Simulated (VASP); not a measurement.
# Bi2Te3 (Tellurobismuthite): accuracy against cost in the k-mesh and plane-wave cutoff, part 3 of 3

How sensitive are energy, pressure and forces of Bi2Te3 (Tellurobismuthite) to the k-mesh and plane-wave cutoff? The series runs use PBE. The start is a cell from a database of measured crystal structures.

VASP 6.6.1; PBE; plane waves and PAW (Bi_d, Te).

Still holding for the runs below: Spin-orbit coupling is off here; with elements this heavy it splits and shifts levels by tenths of an eV or more.

So far. Step 13 (Plane-wave cutoff: ENCUT = 240): Against the run before the energy moves by -11.39 meV an atom and the pressure by +2.22 GPa, after 14 cycles in 8.4 s.

### 14. Plane-wave cutoff: ENCUT = 280

The input, INCAR:

```
SYSTEM = Bi2Te3
PREC = Accurate
ENCUT = 280
EDIFF = 1E-06
NELM = 100
ISMEAR = -1
SIGMA = 0.05
LREAL = .FALSE.
ALGO = Normal
GGA = PE
NBANDS = 30
LORBIT = 11
LWAVE = .FALSE.
LCHARG = .FALSE.
KPAR = 4
ISIF = 2
```

The input, POSCAR:

```
Bi2Te3
1.0
   -4.3860000000      0.0000000000      0.0000000000
    2.1930000000     -3.7983874210      0.0000000000
    2.1930000000      1.2661291403     10.1656666667
Bi Te
2 3
Direct
    0.8000000000      0.4000000000      0.2000000000
    0.2000000000      0.6000000000      0.8000000000
    0.0000000000      0.0000000000      0.0000000000
    0.4190000000      0.2095000000      0.6285000000
    0.5810000000      0.7905000000      0.3715000000
```

The input, KPOINTS:

```
Automatic mesh
0
Gamma
5 5 5
0 0 0
```

Potentials, in the order of the species: Bi_d and Te (PBE family, release 64).

Command:

```console
> mpirun -np 4 vasp_std
```

What it wrote:

```text
[... set-up lines as in an earlier step ...]
 entering main loop
       N       E                     dE             d eps       ncg     rms          rms(c)
DAV:   1     0.342635671397E+03    0.34264E+03   -0.15936E+04  1164   0.984E+02
DAV:   2     0.122831570683E+02   -0.33035E+03   -0.31901E+03  1286   0.312E+02
DAV:   3    -0.176190168996E+02   -0.29902E+02   -0.29092E+02  1402   0.112E+02
DAV:   4    -0.185739187679E+02   -0.95490E+00   -0.95147E+00  1374   0.221E+01
[...]
DAV:  12    -0.183305179462E+02   -0.68412E-05   -0.11929E-05  1102   0.187E-02    0.188E-02
DAV:  13    -0.183305197822E+02   -0.18361E-05   -0.51165E-06  1134   0.114E-02    0.370E-03
DAV:  14    -0.183305198681E+02   -0.85878E-07   -0.42596E-07   678   0.469E-03
   1 F= -.18330520E+02 E0= -.18330329E+02  d E =-.381835E-03
```

The job ended after 9.6 s (4 MPI ranks of Intel Xeon Platinum 8259CL at 2.50GHz (Skylake/Cascade Lake), shared host; peak memory 0.74 GiB; 34 s of CPU time).

From OUTCAR (step 14):

```text
  Total        1.9802050      1.9802050      1.8037200      0.0000000     -0.0000000      0.0000000
  in kB       18.7334165     18.7334165     17.0638079      0.0000000     -0.0000000      0.0000000
  external PRESSURE =      18.1768803 kB  Pullay stress =       0.0000000 kB

 POSITION                                       TOTAL-FORCE (eV/Angst)
 -----------------------------------------------------------------------------------
     -2.19300     -1.26613      2.03313         0.000000     -0.000000      0.001748
      2.19300     -1.26613      8.13253         0.000000      0.000000     -0.001748
      0.00000      0.00000      0.00000         0.000000      0.000000      0.000000
      0.00000     -0.00000      6.38912        -0.000000     -0.000000      0.024449
     -0.00000     -2.53226      3.77655        -0.000000      0.000000     -0.024449
 -----------------------------------------------------------------------------------
    total drift:                                0.000000     -0.000000      0.000000

  FREE ENERGIE OF THE ION-ELECTRON SYSTEM (eV)
  ---------------------------------------------------
  free  energy   TOTEN  =       -18.3305198681 eV

  energy  without entropy=      -18.3301380333  energy(sigma->0) =      -18.33032895

[... 1 part as in an earlier step ...]

[... 2 further parts left out ...]
[key lines of the parts left out:]
E-fermi :   6.3639
```

Against the run before the energy moves by -1.08 meV an atom and the pressure by +0.42 GPa, after 14 cycles in 9.6 s.

### 15. Plane-wave cutoff: ENCUT = 320

INCAR, as its differences from that of step 14:

```diff
@@ -2,3 +2,3 @@
 PREC = Accurate
-ENCUT = 280
+ENCUT = 320
 EDIFF = 1E-06
```

POSCAR is that of step 14.

KPOINTS is that of step 14.

Command:

```console
> mpirun -np 4 vasp_std
```

What it wrote:

```text
[... set-up lines as in an earlier step ...]
 entering main loop
       N       E                     dE             d eps       ncg     rms          rms(c)
DAV:   1     0.363797902433E+03    0.36380E+03   -0.17032E+04  1156   0.109E+03
DAV:   2     0.173457425473E+02   -0.34645E+03   -0.33401E+03  1256   0.327E+02
DAV:   3    -0.173605418052E+02   -0.34706E+02   -0.33719E+02  1482   0.122E+02
DAV:   4    -0.185597907915E+02   -0.11992E+01   -0.11933E+01  1334   0.244E+01
[...]
DAV:  12    -0.183303430610E+02   -0.66299E-05   -0.12315E-05  1114   0.182E-02    0.198E-02
DAV:  13    -0.183303449550E+02   -0.18941E-05   -0.53550E-06  1120   0.116E-02    0.389E-03
DAV:  14    -0.183303450361E+02   -0.81109E-07   -0.42578E-07   690   0.478E-03
   1 F= -.18330345E+02 E0= -.18330155E+02  d E =-.380180E-03
```

Wall time 15 s (4 MPI ranks); peak memory 0.88 GiB.

From OUTCAR (step 15):

```text
  Total        1.7674535      1.7674535      1.5900556      0.0000000     -0.0000000      0.0000000
  in kB       16.7207143     16.7207143     15.0424697      0.0000000     -0.0000000      0.0000000
  external PRESSURE =      16.1612994 kB  Pullay stress =       0.0000000 kB

 POSITION                                       TOTAL-FORCE (eV/Angst)
 -----------------------------------------------------------------------------------
     -2.19300     -1.26613      2.03313         0.000000     -0.000000      0.001162
      2.19300     -1.26613      8.13253         0.000000      0.000000     -0.001162
      0.00000      0.00000      0.00000         0.000000     -0.000000      0.000000
      0.00000     -0.00000      6.38912        -0.000000     -0.000000      0.025083
     -0.00000     -2.53226      3.77655        -0.000000      0.000000     -0.025083
 -----------------------------------------------------------------------------------
    total drift:                               -0.000000     -0.000000     -0.000000

  FREE ENERGIE OF THE ION-ELECTRON SYSTEM (eV)
  ---------------------------------------------------
  free  energy   TOTEN  =       -18.3303450361 eV

  energy  without entropy=      -18.3299648563  energy(sigma->0) =      -18.33015495

[... 1 part as in an earlier step ...]

[... 2 further parts left out ...]
[key lines of the parts left out:]
E-fermi :   6.3641
```

Against the run before the energy moves by +0.03 meV an atom and the pressure by -0.20 GPa, after 14 cycles in 15 s.

### 16. Plane-wave cutoff: ENCUT = 390

INCAR, as its differences from that of step 15:

```diff
@@ -2,3 +2,3 @@
 PREC = Accurate
-ENCUT = 320
+ENCUT = 390
 EDIFF = 1E-06
```

POSCAR is that of step 15.

KPOINTS is that of step 15.

Command:

```console
> mpirun -np 4 vasp_std
```

What it wrote:

```text
[... set-up lines as in an earlier step ...]
 entering main loop
       N       E                     dE             d eps       ncg     rms          rms(c)
DAV:   1     0.396114912753E+03    0.39611E+03   -0.18765E+04  1140   0.126E+03
DAV:   2     0.228541665972E+02   -0.37326E+03   -0.35986E+03  1224   0.352E+02
DAV:   3    -0.169187297981E+02   -0.39773E+02   -0.38089E+02  1458   0.133E+02
DAV:   4    -0.185380660980E+02   -0.16193E+01   -0.16111E+01  1326   0.287E+01
[...]
DAV:  12    -0.183340458002E+02   -0.64804E-05   -0.12120E-05  1136   0.180E-02    0.200E-02
DAV:  13    -0.183340475407E+02   -0.17404E-05   -0.52408E-06  1096   0.117E-02    0.368E-03
DAV:  14    -0.183340475818E+02   -0.41159E-07   -0.44321E-07   714   0.512E-03
   1 F= -.18334048E+02 E0= -.18333858E+02  d E =-.378981E-03
```

It took 17 s on 4 MPI ranks; peak memory 0.97 GiB.

From OUTCAR (step 16):

```text
  Total        1.9841300      1.9841300      1.8064319     -0.0000000     -0.0000000      0.0000000
  in kB       18.7705484     18.7705484     17.0894632     -0.0000000     -0.0000000      0.0000000
  external PRESSURE =      18.2101866 kB  Pullay stress =       0.0000000 kB

 POSITION                                       TOTAL-FORCE (eV/Angst)
 -----------------------------------------------------------------------------------
     -2.19300     -1.26613      2.03313         0.000000     -0.000000      0.001156
      2.19300     -1.26613      8.13253        -0.000000      0.000000     -0.001156
      0.00000      0.00000      0.00000         0.000000     -0.000000      0.000000
      0.00000     -0.00000      6.38912        -0.000000     -0.000000      0.025542
     -0.00000     -2.53226      3.77655         0.000000      0.000000     -0.025542
 -----------------------------------------------------------------------------------
    total drift:                               -0.000000     -0.000000     -0.000000

  FREE ENERGIE OF THE ION-ELECTRON SYSTEM (eV)
  ---------------------------------------------------
  free  energy   TOTEN  =       -18.3340475818 eV

  energy  without entropy=      -18.3336686013  energy(sigma->0) =      -18.33385809

[... 1 part as in an earlier step ...]

[... 2 further parts left out ...]
[key lines of the parts left out:]
E-fermi :   6.3646
```

Against the run before the energy moves by -0.74 meV an atom and the pressure by +0.20 GPa, after 14 cycles in 17 s.

### 17. Plane-wave cutoff: ENCUT = 490

INCAR, as its differences from that of step 16:

```diff
@@ -2,3 +2,3 @@
 PREC = Accurate
-ENCUT = 390
+ENCUT = 490
 EDIFF = 1E-06
```

POSCAR is that of step 16.

KPOINTS is that of step 16.

Command:

```console
> mpirun -np 4 vasp_std
```

What it wrote:

```text
[... set-up lines as in an earlier step ...]
 entering main loop
       N       E                     dE             d eps       ncg     rms          rms(c)
DAV:   1     0.425862071854E+03    0.42586E+03   -0.21074E+04  1140   0.148E+03
DAV:   2     0.260300634568E+02   -0.39983E+03   -0.38738E+03  1232   0.383E+02
DAV:   3    -0.167284010029E+02   -0.42758E+02   -0.41235E+02  1452   0.139E+02
DAV:   4    -0.185214856764E+02   -0.17931E+01   -0.17815E+01  1272   0.303E+01
[...]
DAV:  12    -0.183353884495E+02   -0.65045E-05   -0.12402E-05  1108   0.185E-02    0.196E-02
DAV:  13    -0.183353902218E+02   -0.17723E-05   -0.54038E-06  1126   0.121E-02    0.409E-03
DAV:  14    -0.183353902853E+02   -0.63504E-07   -0.42729E-07   732   0.520E-03
   1 F= -.18335390E+02 E0= -.18335201E+02  d E =-.378719E-03
```

Wall time 23 s (4 MPI ranks); peak memory 1.2 GiB.

OUTCAR, selected parts (step 17):

```text
  Total        2.0467386      2.0467386      1.8718911      0.0000000     -0.0000000      0.0000000
  in kB       19.3628468     19.3628468     17.7087297      0.0000000     -0.0000000      0.0000000
  external PRESSURE =      18.8114744 kB  Pullay stress =       0.0000000 kB

 POSITION                                       TOTAL-FORCE (eV/Angst)
 -----------------------------------------------------------------------------------
     -2.19300     -1.26613      2.03313        -0.000000     -0.000000      0.001770
      2.19300     -1.26613      8.13253         0.000000      0.000000     -0.001770
      0.00000      0.00000      0.00000         0.000000     -0.000000      0.000000
      0.00000     -0.00000      6.38912         0.000000     -0.000000      0.025598
     -0.00000     -2.53226      3.77655        -0.000000      0.000000     -0.025598
 -----------------------------------------------------------------------------------
    total drift:                                0.000000      0.000000     -0.000000

  FREE ENERGIE OF THE ION-ELECTRON SYSTEM (eV)
  ---------------------------------------------------
  free  energy   TOTEN  =       -18.3353902853 eV

  energy  without entropy=      -18.3350115663  energy(sigma->0) =      -18.33520093

[... 1 part as in an earlier step ...]

[... 2 further parts left out ...]
[key lines of the parts left out:]
E-fermi :   6.3646
```

Against the run before the energy moves by -0.27 meV an atom and the pressure by +0.06 GPa, after 14 cycles in 23 s.

### 18. The plane-wave cutoff series as a table

This step: convergence of PBE results with the cutoff; plane waves and PAW (VASP 6.6.1).

This step runs nothing: it gathers the runs above.

Differences are taken from the run with ENCUT = 490. Results of the series, by row:

```csv
setting,status,energy less the reference (meV/atom),pressure (GPa),largest force difference (meV/Å),gap (eV),SCF cycles,wall time (s)
ENCUT = 150,converged,2414,-118.6,221.2,0.31,15,5.4
ENCUT = 180,converged,284.9,-26.23,6.937,0.2949,14,6.2
ENCUT = 220,converged,13.45,-0.8302,3.558,0.2843,14,8.4
ENCUT = 240,converged,2.054,1.393,2.201,0.2823,14,8.4
ENCUT = 280,converged,0.9744,1.818,1.149,0.2818,14,9.6
ENCUT = 320,converged,1.009,1.616,0.608,0.2824,14,15.2
ENCUT = 390,converged,0.2686,1.821,0.614,0.2829,14,17.4
ENCUT = 490,converged,0,1.881,0,0.283,14,23
```

### 19. Results

```
k-mesh from which the energy stays within 10 meV/atom of the reference            : 3 3 3
k-mesh from which the energy stays within 1 meV/atom of the reference             : 4 4 4
k-mesh from which the pressure stays within 0.2 GPa of the reference              : 3 3 3
spread of the pressure over the k-mesh                                            : 2.41 GPa
spread of the energy over the k-mesh                                              : 247 meV/atom
plane-wave cutoff from which the energy stays within 10 meV/atom of the reference : ENCUT = 240
plane-wave cutoff from which the energy stays within 1 meV/atom of the reference  : ENCUT = 390
plane-wave cutoff from which the pressure stays within 0.2 GPa of the reference   : ENCUT = 390
spread of the pressure over the plane-wave cutoff                                 : 121 GPa
spread of the energy over the plane-wave cutoff                                   : 2414 meV/atom
```

What this shows: From 4 4 4 on, the energy stays within 1 meV an atom of the reference, at 14 % of its time. The pressure holds within 0.2 GPa from 3 3 3 on. The energy swings above and below the reference, since the sum over k-points is not variational. From ENCUT = 390 on, the energy stays within 1 meV an atom of the reference, at 76 % of its time. The pressure holds within 0.2 GPa from ENCUT = 390 on. These cutoffs are 0.6 to 2 times the default of the data sets, about 240 eV; at the default the run is off by +2.1 meV an atom, -0.49 GPa, 2.2 meV/Å in forces, and at 1.3 times by +1.0 meV an atom, -0.27 GPa, 0.6 meV/Å in forces. Energy differences between like cells converge faster than these totals. Differences are taken from the run with 11 11 11, which is itself not the exact limit. The run at 2 2 2 is over 30 meV an atom or 2 GPa off and describes the material poorly. The runs at ENCUT = 150; ENCUT = 180; ENCUT = 220 are over 30 meV an atom or 2 GPa off and describe the material poorly.

[Lines on the potential files, build, host, timing and source positions are cut from VASP's logs without a mark.]

[Logs are printed without paths, hosts, clocks, repeated set-up lines and the standing remarks that a program may print on its own settings, such as how far it seeks lower states.]

[Hosts, paths, dates, database ids (printed as entryN), source tags and the programs' standing remarks are cut or masked in the printed files.]

[A measured line is paired with the nearest computed mode of its activity, which favours agreement.]
